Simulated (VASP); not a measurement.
Method: PBE GGA + U (Dudarev), VASP's PBE PAW potentials (set 64) (plane waves; VASP).

The input files of a VASP run:

File POSCAR:
```
Ni3Al
3.5017940
  1.0000000000   0.0000000000   0.0000000000
  0.0000000000   1.0011668305   0.0000000000
  0.0000000000   0.0000000000   1.0336684568
Al Ni
1 3
direct
  0.0000000000   0.0000000000   0.0000000000
  0.0000000000   0.5000000000   0.5000000000
  0.5000000000   0.0000000000   0.5000000000
  0.5231620000   0.5000000000   0.0000000000
```

INCAR:
```
! general
SYSTEM   =Ni3Al
PREC     =Accurate
ENCUT    =400
LREAL    =.FALSE.   ! projection in real space or not
LASPH    =.TRUE.

! electronic loop
EDIFF    =1E-6   ! SCF stop (eV)
NELM     =100   ! most electronic steps
ALGO     =Normal   ! blocked Davidson
LMAXMIX  =4

! smearing
ISMEAR   =1   ! Methfessel-Paxton
SIGMA    =0.1   ! width (eV)

! functional
GGA      =PE

! spin
ISPIN    =2
MAGMOM   =0.0 3*0.5

! DFT+U
LDAU     =.TRUE.
LDAUTYPE =2
LDAUL    =-1 2
LDAUU    =0 5.0
LDAUJ    =0 0
LDAUPRINT=1

! ions
ISIF     =2

! output
LWAVE    =.FALSE.
LCHARG   =.FALSE.
LORBIT   =10
```

**KPOINTS**
```
Automatic mesh
0
Gamma
8 8 8
0 0 0
```

POTCAR, in this order: Al Ni (PBE.64 set). Program: vasp_std.

What VASP printed:

OSZICAR:
```
       N       E                     dE             d eps       ncg     rms          rms(c)
DAV:   1     0.179830116863E+03    0.17983E+03   -0.12543E+04 10556   0.168E+03
DAV:   2    -0.530961679717E+01   -0.18514E+03   -0.17755E+03 10530   0.320E+02
DAV:   3    -0.143024976159E+02   -0.89929E+01   -0.86345E+01 11370   0.102E+02
DAV:   4    -0.144209442445E+02   -0.11845E+00   -0.11831E+00 12094   0.105E+01
DAV:   5    -0.144246933089E+02   -0.37491E-02   -0.37488E-02 12029   0.175E+00    0.154E+01
DAV:   6    -0.146665037314E+02   -0.24181E+00   -0.29485E+01 11507   0.923E+01    0.126E+01
DAV:   7    -0.127067721292E+02    0.19597E+01   -0.86731E+00 11713   0.521E+01    0.280E+00
DAV:   8    -0.127425548714E+02   -0.35783E-01   -0.27918E-01 13198   0.939E+00    0.214E+00
DAV:   9    -0.127467765704E+02   -0.42217E-02   -0.94205E-02 12789   0.115E+01    0.151E+00
DAV:  10    -0.127408919755E+02    0.58846E-02   -0.46716E-02 12398   0.748E+00    0.624E-01
DAV:  11    -0.127461578926E+02   -0.52659E-02   -0.21324E-02 12831   0.220E+00    0.333E-01
DAV:  12    -0.127504744788E+02   -0.43166E-02   -0.69666E-03 14792   0.237E+00    0.366E-01
DAV:  13    -0.127520386358E+02   -0.15642E-02   -0.39453E-03 14903   0.181E+00    0.218E-01
DAV:  14    -0.127526370957E+02   -0.59846E-03   -0.13694E-03 13924   0.570E-01    0.166E-01
DAV:  15    -0.127535637217E+02   -0.92663E-03   -0.97247E-04 15551   0.644E-01    0.136E-01
DAV:  16    -0.127544895611E+02   -0.92584E-03   -0.96213E-04 17401   0.695E-01    0.134E-01
DAV:  17    -0.127550531607E+02   -0.56360E-03   -0.50645E-04 18087   0.485E-01    0.135E-01
DAV:  18    -0.127539579441E+02    0.10952E-02   -0.10041E-03 16301   0.957E-01    0.127E-01
DAV:  19    -0.127515117468E+02    0.24462E-02   -0.66707E-03 16806   0.247E+00    0.150E-01
DAV:  20    -0.127524916249E+02   -0.97988E-03   -0.15444E-03 10600   0.406E-01    0.135E-01
DAV:  21    -0.127525927557E+02   -0.10113E-03   -0.21674E-05 13952   0.665E-02    0.130E-01
DAV:  22    -0.127534525816E+02   -0.85983E-03   -0.14739E-03 16218   0.114E+00    0.108E-01
DAV:  23    -0.127549387074E+02   -0.14861E-02   -0.74480E-03 16948   0.234E+00    0.126E-01
DAV:  24    -0.127555577054E+02   -0.61900E-03   -0.42935E-03 16882   0.143E+00    0.795E-02
DAV:  25    -0.127563834811E+02   -0.82578E-03   -0.34714E-03 17212   0.156E+00    0.870E-02
DAV:  26    -0.127567210846E+02   -0.33760E-03   -0.11912E-03 15678   0.564E-01    0.728E-02
DAV:  27    -0.127567937868E+02   -0.72702E-04   -0.63053E-04 18282   0.542E-01    0.574E-02
DAV:  28    -0.127566170300E+02    0.17676E-03   -0.15433E-03 16196   0.999E-01    0.509E-02
DAV:  29    -0.127566641107E+02   -0.47081E-04   -0.16481E-03 16532   0.116E+00    0.636E-02
DAV:  30    -0.127567134837E+02   -0.49373E-04   -0.66986E-04 16503   0.602E-01    0.223E-02
DAV:  31    -0.127567637113E+02   -0.50228E-04   -0.10214E-04 15904   0.244E-01    0.118E-02
DAV:  32    -0.127567822025E+02   -0.18491E-04   -0.75692E-05 18047   0.216E-01    0.150E-02
DAV:  33    -0.127567849794E+02   -0.27769E-05   -0.36218E-05 16600   0.119E-01    0.953E-03
DAV:  34    -0.127567755902E+02    0.93891E-05   -0.10960E-04 16316   0.252E-01    0.154E-02
DAV:  35    -0.127567851817E+02   -0.95915E-05   -0.26308E-05 15488   0.118E-01    0.629E-03
DAV:  36    -0.127567852352E+02   -0.53492E-07   -0.33483E-06  9603   0.387E-02
   1 F= -.12756785E+02 E0= -.12757132E+02  d E =0.104001E-02  mag=     1.0220
```

**OUTCAR**
```
------------------------ aborting loop because EDIFF is reached ----------------------------------------
  FORCE on cell =-STRESS in cart. coord.  units (eV):
  Direction    XX          YY          ZZ          XY          YZ          ZX
  --------------------------------------------------------------------------------------
  Total       -0.9022029     -1.1140555     -1.8815741      0.0000000      0.0000000      0.0000000
  in kB      -32.5278475    -40.1659389    -67.8379030      0.0000000      0.0000000      0.0000000
  external PRESSURE =     -46.8438964 kB  Pullay stress =       0.0000000 kB
  volume of cell :       44.44
      direct lattice vectors                 reciprocal lattice vectors
     3.501794000  0.000000000  0.000000000     0.285567912  0.000000000  0.000000000
     0.000000000  3.505880000  0.000000000     0.000000000  0.285235091  0.000000000
     0.000000000  0.000000000  3.619694000     0.000000000  0.000000000  0.276266447
 POSITION                                       TOTAL-FORCE (eV/Angst)
 -----------------------------------------------------------------------------------
      0.00000      0.00000      0.00000         0.321451      0.000000      0.000000
      0.00000      1.75294      1.80985         0.313014      0.000000      0.000000
      1.75090      0.00000      1.80985         0.028847      0.000000      0.000000
      1.83201      1.75294      0.00000        -0.663313      0.000000      0.000000
 -----------------------------------------------------------------------------------
    total drift:                               -0.000093      0.000000      0.000010
  FREE ENERGIE OF THE ION-ELECTRON SYSTEM (eV)
  ---------------------------------------------------
  free  energy   TOTEN  =       -12.7567852352 eV

  energy  without entropy=      -12.7578252430  energy(sigma->0) =      -12.75713190

 total charge

# of ion       s       p       d       tot
------------------------------------------
    1        0.417   0.375   0.000   0.792
    2        0.480   0.482   8.604   9.565
    3        0.478   0.479   8.592   9.548
    4        0.481   0.485   8.614   9.580
--------------------------------------------------
tot          1.856   1.820  25.809  29.485

 magnetization (x)

# of ion       s       p       d       tot
------------------------------------------
    1       -0.003  -0.017   0.000  -0.019
    2       -0.015  -0.037   0.441   0.389
    3       -0.011  -0.030   0.473   0.432
    4       -0.015  -0.035   0.413   0.363
--------------------------------------------------
tot         -0.043  -0.119   1.327   1.165
```
(Selected blocks of OUTCAR.)

The compound is Ni3Al in the L1_2 structure. The cell was not relaxed at this level, atoms are displaced from their ideal sites. The run is one of a series of settings (LDAU = .TRUE., LDAUJ = 0 0, LDAUL = -1 2, LDAUTYPE = 2, LDAUU = 0 5.0 against the base run), some of them coarse on purpose.
